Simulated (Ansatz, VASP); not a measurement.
**Cross-check of Ni (Ni(110)) between VASP and Ansatz**

One calculation is typed for both programs; each brings its own data sets. How far apart do they land? The cell is taken from a series of runs on this material, whose earlier steps may have relaxed, scaled, displaced or heated it; both programs get it as it stands.

Program: Ansatz 0.2.0. Level of theory: plane waves, with VASP 6.6.1 beside it; single point at PBE. Results are calculated unless marked as measured.

### 1. The starting structure

The cell holds 7 atoms: 7 Ni. Cell: a = 3.520 Å, b = 2.489 Å, c = 17.467 Å, α = 90.0°, β = 90.0°, γ = 90.0°. Vacuum lies along c.

### 2. Ansatz: single point, PBE, pair 1

Ansatz runs on its default PAW (the set named soft_2) files.

A single point gives forces, pressure and levels at one fixed geometry, so differences don't come from the geometry; what else differs is listed under the comparison.

Contents of input.yaml:

```yaml
crystal:
  lattice:
    - [3.52, 0.0, 0.0]
    - [0.0, 2.4890158698, 0.0]
    - [0.0, 0.0, 17.4670476093]
  atoms:
    - { symbol: Ni, position: [0.0, 0.0, 0.2862532989], spin: 0.7 }
    - { symbol: Ni, position: [0.5, 0.5, 0.3575021993], spin: 0.7 }
    - { symbol: Ni, position: [0.0, 0.0, 0.4287510996], spin: 0.7 }
    - { symbol: Ni, position: [0.5, 0.5, 0.5], spin: 0.7 }
    - { symbol: Ni, position: [0.0, 0.0, 0.5712489004], spin: 0.7 }
    - { symbol: Ni, position: [0.5, 0.5, 0.6424978007], spin: 0.7 }
    - { symbol: Ni, position: [0.0, 0.0, 0.7137467011], spin: 0.7 }
magnetization:
  spin_polarized: true
kpoints:
  mp_grid: { grid: [12, 16, 1] }
hamiltonian:
  xc: pbe
scf:
  occupations: { method: fermi_dirac, width: 0.1 }
  convergence: { dr2_threshold: 1.0e-09 }
efield:
  axis: 3
  dipole_correction: true
  ramp_position: 0.97
  ramp_width: 0.06
output:
  write_potential: true
  write_density: true
  volumetric_format: npy
```

Started as:

```
$ ansatz run input.yaml --threads 4 --pin off --max-ram 6144MiB --backend cpu --events-out ev --progress --plain --runs-dir out
```

Numbers of over 12 decimals in the logs are rounded to 6 here.

The program printed:

```text
Engine: ansatz 0.2.0, aarch64-unknown-linux-gnu
Pseudopotentials: kind: paw
Pseudopotential: Ni, paw, valence charge 18, recommended cutoff 420 eV (normal), Ni.paw.azcp
Functional definition: PBE
  parameter kappa = 0.804
  parameter beta = 0.066725
  exchange = pbe_x(kappa = kappa, mu = beta*pi^2/3)
  correlation = pbe_c(beta = beta)
Crystal: 7 atoms, lattice volume = 153.035 Å³
Basis set: ecut = 420 eV, 2985 PW (Γ)
Bands: 79, of which v1, the nominal top of the filled ones, is band 63 counted from 1 (62 counted from 0)
Symmetry: 4 space group operations
k-points: 63 of 192
Non-local potential: Ni, projectors of the file, l = 0: 3, l = 1: 2, l = 2: 3, l = 3: 1
PAW form: soft (Blöchl's): semilocal exchange-correlation on the pseudo side does not see the compensation charge
PAW one-centre angular grid: Ni, 590 points (default); XC on 64 Gauss nodes
Initial density: superposition of atomic densities (neutral atoms: chi_scale 0, normalization atom)
Starting moments: Σ|m| = 4.9 μB on 7 of 7 sites
Initial wavefunctions: pseudopotential atomic-orbital guess
Functional: x = pbe(κ = 0.804, μ = 0.219515), c = pbe(β = 0.066725)
SCF iter   1: F=—  HF=-40869.540330 eV  |F-HF|=—  |Δ(HF+E_count)|=         —  Δρ=4.50e-2 (↑2.99e-2 ↓4.50e-2)  dr2=7.92e0  dr2_m=1.52e0  M=5.985 μB ∫|m|=6.271 μB  β_m=1.00  ethr=3.10e-3  p=0.000 e·Å  D=9.11e-14 V/Å  ΔV_dip=-0.00 eV  dr2_dipole=3.59e-10  V_vac-E_F(+/−)=7.11/7.11 eV  ⟨swp⟩=7.5  Hψ=42057  notcnv=0  defer=215
Mixer restart at iter 1: flushing history
efield: sawtooth ramp at fractional position 0.9700 (set: `efield.ramp_position`, or a place that a band, a saddle search or an elastic batch's reference lends), width 0.0600; the density the first Hamiltonian is built on has a dipole p = 0.000 e·Å; the dipole correction subtracts the counter field D = 9.11e-14 V/Å, which shifts the + side's vacuum level by -0.00 eV against the − side's; the planar-averaged density in the ramp window peaks in size at 1.9e-4 e/Å³
preconditioner: auto → LDOS  [metal: Δε(μ)=0.001 eV  Ē_g=7.327 eV  σ=0.100 eV  W_gap=0.00  n_scr=46 (ndim 8)  ℏωp=25.1 eV  f_vac=0.427  D(μ)=13.85/eV (n_scr^D=180)]
spin=Collinear: LDOS preconditioning applied to the charge; magnetization (m = ρ↑ − ρ↓) channel mixes plain (no charge-response kernel on spin).
SCF iter   2: F=—  HF=-40869.825934 eV  |F-HF|=—  |Δ(HF+E_count)|=   2.86e-1  Δρ=1.55e-2 (↑1.55e-2 ↓1.54e-2)  dr2=1.67e0  dr2_m=2.32e-2  M=5.694 μB ∫|m|=6.236 μB  β_m=0.31  ethr=3.10e-3  p=-0.000 e·Å  D=-6.09e-6 V/Å  ΔV_dip=0.00 eV  dr2_dipole=6.14e-9  V_vac-E_F(+/−)=6.03/6.03 eV  ⟨swp⟩=2.5  Hψ=16790  notcnv=0  defer=507
density mixer auto → msr1: a metal under ldos (density of states about μ 3.68 of a free-electron gas's, 46 screened modes)
SCF iter   3: F=—  HF=-40872.343370 eV  |F-HF|=—  |Δ(HF+E_count)|=    2.52e0  Δρ=1.20e-2 (↑7.45e-3 ↓1.20e-2)  dr2=3.75e-1  dr2_m=6.41e-2  M=5.539 μB ∫|m|=6.113 μB  β_m=0.47  ethr=1.33e-3  p=-0.000 e·Å  D=-2.45e-6 V/Å  ΔV_dip=0.00 eV  dr2_dipole=2.28e-10  V_vac-E_F(+/−)=5.49/5.49 eV  ⟨swp⟩=3.0  Hψ=15626  notcnv=0  defer=518
SCF iter   4: F=—  HF=-40874.670161 eV  |F-HF|=—  |Δ(HF+E_count)|=    2.33e0  Δρ=1.55e-2 (↑6.90e-3 ↓1.55e-2)  dr2=3.75e-1  dr2_m=6.09e-2  M=5.183 μB ∫|m|=5.793 μB  β_m=0.58  ethr=2.97e-4  p=-0.000 e·Å  D=-2.48e-6 V/Å  ΔV_dip=0.00 eV  dr2_dipole=3.63e-9  V_vac-E_F(+/−)=4.99/5.00 eV  ⟨swp⟩=2.5  Hψ=15456  notcnv=0  defer=526
SCF iter   5: F=—  HF=-40875.542633 eV  |F-HF|=—  |Δ(HF+E_count)|=   8.72e-1  Δρ=4.43e-3 (↑1.67e-3 ↓4.43e-3)  dr2=4.37e-2  dr2_m=4.88e-3  M=4.970 μB ∫|m|=5.573 μB  β_m=0.79  ethr=2.97e-4  p=0.000 e·Å  D=1.10e-6 V/Å  ΔV_dip=-0.00 eV  dr2_dipole=3.82e-10  V_vac-E_F(+/−)=4.76/4.76 eV  ⟨swp⟩=2.5  Hψ=18055  notcnv=0  defer=543
SCF iter   6: F=—  HF=-40875.656324 eV  |F-HF|=—  |Δ(HF+E_count)|=   1.14e-1  Δρ=5.88e-3 (↑2.23e-3 ↓5.88e-3)  dr2=5.78e-2  dr2_m=6.17e-3  M=4.822 μB ∫|m|=5.442 μB  β_m=0.78  ethr=3.47e-5  p=-0.000 e·Å  D=-3.25e-6 V/Å  ΔV_dip=0.00 eV  dr2_dipole=1.28e-8  V_vac-E_F(+/−)=4.65/4.65 eV  ⟨swp⟩=2.3  Hψ=16125  notcnv=0  defer=530
SCF iter   7: F=—  HF=-40875.649673 eV  |F-HF|=—  |Δ(HF+E_count)|=   6.65e-3  Δρ=1.79e-3 (↑1.53e-3 ↓1.79e-3)  dr2=1.05e-2  dr2_m=4.58e-4  M=4.802 μB ∫|m|=5.426 μB  β_m=0.68  ethr=3.47e-5  p=0.000 e·Å  D=3.67e-6 V/Å  ΔV_dip=-0.00 eV  dr2_dipole=1.28e-8  V_vac-E_F(+/−)=4.50/4.50 eV  ⟨swp⟩=2.0  Hψ=16570  notcnv=0  defer=544
SCF iter   8: F=—  HF=-40875.652272 eV  |F-HF|=—  |Δ(HF+E_count)|=   2.60e-3  Δρ=5.26e-4 (↑3.19e-4 ↓5.26e-4)  dr2=4.65e-4  dr2_m=9.86e-5  M=4.818 μB ∫|m|=5.441 μB  β_m=0.65  ethr=8.33e-6  p=-0.000 e·Å  D=-1.59e-6 V/Å  ΔV_dip=0.00 eV  dr2_dipole=2.55e-9  V_vac-E_F(+/−)=4.54/4.54 eV  ⟨swp⟩=2.0  Hψ=15238  notcnv=0  defer=541
[...]
SCF iter  17: F=—  HF=-40875.652270 eV  |F-HF|=—  |Δ(HF+E_count)|=  1.53e-10  Δρ=6.83e-7 (↑1.66e-7 ↓6.83e-7)  dr2=5.58e-10  dr2_m=1.34e-10  M=4.824 μB ∫|m|=5.449 μB  β_m=0.73  ethr=1.37e-12  p=0.000 e·Å  D=1.23e-8 V/Å  ΔV_dip=-0.00 eV  dr2_dipole=1.26e-11  V_vac-E_F(+/−)=4.53/4.53 eV  ⟨swp⟩=2.1  Hψ=14482  notcnv=0  defer=541
SCF iter  18: F=—  HF=-40875.652270 eV  |F-HF|=—  |Δ(HF+E_count)|=  1.38e-10  Δρ=6.81e-7 (↑1.56e-7 ↓6.81e-7)  dr2=1.30e-9  dr2_m=1.09e-10  M=4.824 μB ∫|m|=5.449 μB  β_m=0.74  ethr=1.00e-12  p=0.000 e·Å  D=2.16e-8 V/Å  ΔV_dip=-0.00 eV  dr2_dipole=9.59e-11  V_vac-E_F(+/−)=4.53/4.53 eV  ⟨swp⟩=2.1  Hψ=12675  notcnv=0  defer=541
SCF iter  19: F=-40875.652270 eV  HF=-40875.652270 eV  |F-HF|=2.18e-10  |Δ(HF+E_count)|=  7.28e-12  Δρ=2.48e-7 (↑7.55e-8 ↓2.48e-7)  dr2=2.67e-10  dr2_m=1.37e-11  M=4.824 μB ∫|m|=5.449 μB  ethr=1.00e-12  p=0.000 e·Å  D=7.05e-9 V/Å  ΔV_dip=-0.00 eV  dr2_dipole=1.02e-10  V_vac-E_F(+/−)=4.53/4.53 eV  ⟨swp⟩=10.1  Hψ=32288  notcnv=0
WARN: efield: at this solve's end the planar-averaged density reaches 1.26e-4 e/Å³ inside the ramp window [0.9127, 0.0873] (bound 1e-5 e/Å³); the window's nearer edge stands 3.48 Å from this solve's nearest atom along the axis. Its work functions, free energy, forces, stress, dipole, levels and responses can be off, and this figure does not tell by how much. The cell may have no vacuum along `efield.axis`. A short vacuum, a low `basis.ecutwfc` or `basis.ecutrho_ratio` and negative occupations (`scf.occupations.method`) can put density there. See the manual's quickstart, § The vacuum guard
SCF 1 converged in 19 iterations: F = -40875.652270 eV  dr2 = 2.67e-10
  greatest PAW one-centre occupation: 1.001 electrons in one spin orbital (limit 2), on the Ni atom at site 6 (counted from 0), in its partial waves of l = 1
WARN: The output density's exchange-correlation potential varies sharply where the density is thin. Do not read a vacuum level from v_tot or v_xc, or from such a field of the output density. On a cell that repeats whose density bears no net charge and no dipole along the vacuum's axis use v_es (v_loc + v_h of the components); under efield.dipole_correction with no amplitude use v_es + v_field, which holds any externa [...]
SCF converged after 19 iterations
Magnetization: 4.8245 μB (65.4122 up, 60.5878 down)
Absolute magnetization: 5.4541 μB (∫|ρ↑−ρ↓|, with the PAW one-centre terms)
Spin contamination: 0.0644 ħ² per cell (⟨S²⟩ above its minimum at these occupations)
Per-site moments (μB) at R_I (Å): [(0.799470, 1.026719), (0.703790, 1.026719), (0.694253, 1.026719), (0.662117, 1.026719), (0.694253, 1.026719), (0.703789, 1.026719), (0.799469, 1.026719)]
Free energy (F): -40875.652270 eV
Harris-Foulkes:  -40875.652270 eV  (|F-HF|=2.18e-10)
Internal energy: -40875.223507 eV  (E = F + TS)
E sigma→0 (E₀):  -40875.437888 eV
Entropy (-TS):   -0.428763 eV (-61.252 meV/atom)
Fermi energy:    6.841715 eV
Dipole field:    D = -0.000016 V/Å  (p = -0.000013 e·Å, saw-weighted, corrected)
Work function:   Φ+ = 4.5313 eV (in doubt: plateau slope 1.4e-2 eV/Å)   Φ− = 4.5318 eV
Levels:          The Fermi level and band energies are counted from a zero that moves with the ramp; work functions are not
Vacuum region:   at the solve's end the planar-averaged density reaches 1.26e-4 e/Å³ inside the ramp window [0.9127, 0.0873] (bound 1e-5 e/Å³)
--- Per-component energies (eV) ---
  E_band       = -3397.155193
  E_kinetic    = 1969.901089
  E_local      = -145703.505569  (includes V_loc(G=0)·N_el)
  E_nonlocal   = 4461.529482
  E_hartree    = 70163.151979
  E_xc         = -587.474376
  E_vxc        = -756.996694  (∫ρ·V_xc dr)
  E_paw        = -11417.847083  (= ΣΔE_a)
  E_vpaw       = -3694.388825  (= ΣTr[D̂ρ^β])
  E_aug_tail   = 0.003853  (compensation charges beyond the density's cutoff)
  E_efield     = 0.000000  (sawtooth field / dipole correction)
  E_vefield    = 0.000000  (∫n·V_field dr)
  E_ewald      = 40239.017119
  E_smearing   = -0.428763  (= −TS)
  E_closure    = -0.000000  (closes the sum)
  Σ components = -40875.652270   (vs F -40875.652270, Δ=0.00e0)
--- Band table (eV; the first three rows and the last of 126) ---
  k-point 0 ↑: bands = [... 59 lower, 5.8436, 5.9617, 6.0250, 6.1171, 6.1968, 6.2245, 6.3345, 6.4722, ... 12 higher]
  k-point 1 ↑: bands = [... 59 lower, 5.8368, 5.9977, 6.0201, 6.0332, 6.1811, 6.2579, 6.2757, 6.5200, ... 12 higher]
  k-point 2 ↑: bands = [... 59 lower, 5.8098, 5.9487, 5.9775, 6.0734, 6.0742, 6.2244, 6.3305, 6.6529, ... 12 higher]
  k-point 62 ↓: bands = [... 59 lower, 7.0722, 7.1252, 7.1333, 7.2255, 7.5889, 7.8506, 9.5268, 9.8497, ... 12 higher]
```

(Part 1 of 2 ends here.)

[Lines on the potential files, build, host, timing and source positions are cut from VASP's logs without a mark.]

[Logs are printed without paths, hosts, clocks, repeated set-up lines and the standing remarks that a program may print on its own settings, such as how far it seeks lower states.]

[Hosts, paths, dates, database ids (printed as entryN), source tags and the programs' standing remarks are cut or masked in the printed files.]
